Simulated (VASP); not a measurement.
Input of a VASP 6.6.1 run:

INCAR

```
SYSTEM = Sn
ALGO = Fast
EDIFF = 1E-7
EDIFFG = -0.002
ENCUT = 520
GGA = PS
IBRION = 2
ISIF = 3
ISMEAR = 0
LASPH = .TRUE.
LCHARG = .FALSE.
LREAL = .FALSE.
LWAVE = .FALSE.
NELM = 100
NSW = 80
PREC = Accurate
SIGMA = 0.02
```

KPOINTS

```
k-points
0
G
  8 8 8
  0 0 0
```

File POSCAR:

```
Sn
1.0
    0.0000000000      3.2333428000      3.2333428000
    3.2333428000      0.0000000000      3.2333428000
    3.2333428000      3.2333428000      0.0000000000
Sn
2
Direct
    0.0000000000      0.0000000000      0.0000000000
    0.2500000000      0.2500000000      0.2500000000
```

Potentials or basis: VASP PAW PBE potentials, release 64 (Sn_d).

The run is started by

```sh
$ cat potpaw_PBE.64/Sn_d/POTCAR > POTCAR
$ mpirun -np 1 vasp_std > vasp.out
```

(1) Estimate the relaxed cell.

(2) Estimate the relaxed volume.

Results:

(1) a = 4.621 Å, b = 4.621 Å, c = 4.621 Å, α = 60.00°, β = 60.00°, γ = 60.00°.

(2) 34.89 Å³/atom.

Caveat: the PAW data sets were made with another functional, which shifts forces and pressure a little.
